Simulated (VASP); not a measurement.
Input:

```
Al2Au
1.0
    0.00000     2.99484     2.99484
    2.99484     0.00000     2.99484
    2.99484     2.99484     0.00000
Al Au
2 1
Direct
  0.25000   0.25000   0.25000
  0.75000   0.75000   0.75000
  0.00000   0.00000   0.00000
```

Level of theory: r2SCAN+rVV10, VASP's PBE PAW potentials (set 64) (plane waves; VASP 6.6.1). Run with 520 eV cut-off, 10×10×10 Γ-centred mesh, tetrahedra with Blöchl corrections, potentials Al Au.

Unless said otherwise, spin-orbit coupling is left out, though it shifts the bands of the heavy elements here.

Task: Estimate the energy per atom (σ→0), band gap (over mesh and band path) with the smallest direct gap where there is one.

Result: 
The band gap (over mesh and band path) is none (metal, semimetal or under 0.01 eV) and the energy per atom (σ→0) comes out as -21714 meV/atom.

The absolute energy has meaning only against runs of the same code, potentials and settings.

The compound is AuAl2 in the fluorite structure. It was relaxed first. The electron count is odd and the run is not spin-polarised, which forces a metal.
